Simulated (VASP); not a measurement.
Data:

```yaml
crystal:
  lattice:
    - [1.93948, -3.35928, 0.00000]
    - [1.93948, 3.35928, 0.00000]
    - [0.00000, 0.00000, 6.87849]
  atoms:
    - { symbol: Sn, position: [0.00000, 0.00000, 0.00000] }
    - { symbol: Se, position: [0.33333, 0.66667, 0.23173] }
    - { symbol: Se, position: [0.66667, 0.33333, 0.76827] }
```

Calculation: PBE GGA, VASP's PBE PAW potentials (set 64) (plane waves; VASP). Numerical set-up: 520 eV cut-off, 6×6×3 Γ-centred mesh, Gaussian smearing of 0.050 eV, potentials Sn_d Se.

Without a dispersion term in the relaxation, distances and binding between the weakly bound layers, chains or molecules are unreliable, and so is what depends on them.

Question: What does the run give for the energy per atom (σ→0)?

Answer: 
```yaml
energy per atom (σ→0): -3954 meV/atom
```

Only differences to runs with the same potentials and settings are physical.

The compound is SnSe2 in the 1T layered structure. It was relaxed first, which changed the volume by +16 %.
